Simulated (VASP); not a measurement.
Calculation: PBE GGA with D3 dispersion (Becke-Johnson damping), VASP's PBE PAW potentials (set 64) (plane waves; VASP).

Input for VASP

### KPOINTS
```
k-points along high-symmetry lines
15
Line-mode
Reciprocal
  0.000000   0.000000   0.000000 ! GAMMA
  0.000000   0.500000   0.000000 ! X

  0.000000   0.500000   0.000000 ! X
  0.500000   0.500000   0.000000 ! M

  0.500000   0.500000   0.000000 ! M
  0.000000   0.000000   0.000000 ! GAMMA

  0.000000   0.000000   0.000000 ! GAMMA
  0.500000   0.500000   0.500000 ! R

  0.500000   0.500000   0.500000 ! R
  0.000000   0.500000   0.000000 ! X

  0.500000   0.500000   0.500000 ! R
  0.500000   0.500000   0.000000 ! M
```

### POSCAR
```
BaZrO3
1
    4.2124524290     0.0000000000     0.0000000000
    0.0000000000     4.2124524290     0.0000000000
    0.0000000000     0.0000000000     4.2124524290
Ba Zr O
1 1 3
Direct
  0.0000000000   0.0000000000   0.0000000000
  0.5000000000   0.5000000000   0.5000000000
  0.5000000000   0.0000000000   0.5000000000
  0.0000000000   0.5000000000   0.5000000000
  0.5000000000   0.5000000000   0.0000000000
```

INCAR:
```
# general
SYSTEM  = BaZrO3
PREC    = Accurate
ENCUT   = 520
LREAL   = F
LASPH   = T
ICHARG  = 11

# electronic loop
EDIFF   = 1E-7
NELM    = 100
ALGO    = Normal
LMAXMIX = 4

# smearing
ISMEAR  = 0
SIGMA   = 0.05

# functional
GGA     = PE
IVDW    = 12

# output
LWAVE   = F
LCHARG  = F
LORBIT  = 11
```

POTCAR, in this order: Ba_sv Zr_sv O (PBE.64 set). Program: vasp_std. Read from the step before: CHGCAR.

Output of the run:

OUTCAR:
```
 ion  position               nearest neighbor table
   1  0.000  0.000  0.000-   3 2.98   4 2.98   5 2.98   3 2.98   4 2.98   4 2.98   5 2.98   4 2.98
                             3 2.98   5 2.98   3 2.98   5 2.98   2 3.65   2 3.65   2 3.65   2 3.65
   2  0.500  0.500  0.500-   3 2.11   4 2.11   5 2.11   5 2.11   3 2.11   4 2.11   1 3.65   1 3.65
                             1 3.65   1 3.65   1 3.65   1 3.65   1 3.65   1 3.65
   3  0.500  0.000  0.500-   2 2.11   2 2.11   1 2.98   1 2.98   1 2.98   1 2.98
   4  0.000  0.500  0.500-   2 2.11   2 2.11   1 2.98   1 2.98   1 2.98   1 2.98
   5  0.500  0.500  0.000-   2 2.11   2 2.11   1 2.98   1 2.98   1 2.98   1 2.98
  LATTYP: Found a simple cubic cell.
 ALAT       =     4.2124524290
 Subroutine PRICEL returns:
 Original cell was already a primitive cell.
 Subroutine GETGRP returns: Found 48 space group operations
The static configuration has the point symmetry O_h .
The dynamic configuration has the point symmetry O_h .
 Subroutine INISYM returns: Found 48 space group operations
   k-points           NKPTS =     90   k-points in BZ     NKDIM =     90   number of bands    NBANDS=     24
   number of dos      NEDOS =    301   number of ions     NIONS =      5
   total plane-waves  NPLWV =  32768
   dimension x,y,z NGX =    32 NGY =   32 NGZ =   32
   dimension x,y,z NGXF=    64 NGYF=   64 NGZF=   64
   ions per type =               1   1   3
   PREC   = accura    normal or accurate (medium, high low for compatibility)
   ISTART =      0    job   : 0-new  1-cont  2-samecut
   ICHARG =     11    charge: 1-file 2-atom 10-const
...
```

**OSZICAR**
```
       N       E                     dE             d eps       ncg     rms          rms(c)
DAV:   1     0.320157877145E+03    0.32016E+03   -0.22397E+04  4320   0.164E+03
DAV:   2    -0.173652334370E+02   -0.33752E+03   -0.33249E+03  5520   0.388E+02
DAV:   3    -0.400180527771E+02   -0.22653E+02   -0.22577E+02  7408   0.907E+01
DAV:   4    -0.405276787674E+02   -0.50963E+00   -0.50942E+00  5808   0.121E+01
DAV:   5    -0.405429298966E+02   -0.15251E-01   -0.15251E-01  6544   0.147E+00
DAV:   6    -0.405431534678E+02   -0.22357E-03   -0.22357E-03  5848   0.181E-01
DAV:   7    -0.405431565626E+02   -0.30948E-05   -0.30947E-05  6552   0.197E-02
DAV:   8    -0.405431566188E+02   -0.56149E-07   -0.56179E-07  5736   0.262E-03
   1 F= -.41753536E+02 E0= -.41753536E+02  d E =-.183539E-19
```

OUTCAR:
```
 val. band max:        3.6821134715   @ k =   0.5000   0.5000   0.5000

 cond. band min:       6.8383471994   @ k =   0.0000   0.0000   0.0000



 k-point     1 :       0.0000    0.0000    0.0000
  band No.  band energies     occupation
      1     -43.4309      2.00000
      2     -21.6799      2.00000
      3     -21.5718      2.00000
      4     -21.5718      2.00000
      5     -21.5718      2.00000
      6     -12.6635      2.00000
      7     -12.3732      2.00000
      8     -12.3732      2.00000
      9      -6.8135      2.00000
     10      -6.8135      2.00000
     11      -6.8135      2.00000
     12       2.2102      2.00000
     13       2.2102      2.00000
     14       2.2102      2.00000
     15       2.7192      2.00000
     16       2.7192      2.00000
     17       2.7192      2.00000
     18       3.4417      2.00000
     19       3.4417      2.00000
     20       3.4417      2.00000
     21       6.8383      0.00000
     22       6.8383      0.00000
     23       6.8383      0.00000
     24       8.3171      0.00000

 k-point     2 :       0.0000    0.0357    0.0000
  band No.  band energies     occupation
      1     -43.4309      2.00000
      2     -21.6848      2.00000
      3     -21.5717      2.00000
      4     -21.5717      2.00000
      5     -21.5691      2.00000
      6     -12.6614      2.00000
      7     -12.3728      2.00000
      8     -12.3669      2.00000
      9      -6.8127      2.00000
     10      -6.8127      2.00000
     11      -6.8111      2.00000
     12       2.1907      2.00000
     13       2.2062      2.00000
     14       2.2062      2.00000
     15       2.7060      2.00000
     16       2.7060      2.00000
     17       2.7090      2.00000
     18       3.4029      2.00000
     19       3.4364      2.00000
     20       3.4364      2.00000
     21       6.8429      0.00000
     22       6.8690      0.00000
     23       6.8690      0.00000
     24       8.3387      0.00000

...
```

The density is held fixed in this step, so its total energy and stress have no physical meaning. Unless said otherwise, spin-orbit coupling is left out, though it shifts the bands of the heavy elements here.

The compound is BaZrO3 in the cubic perovskite structure. It was relaxed first.
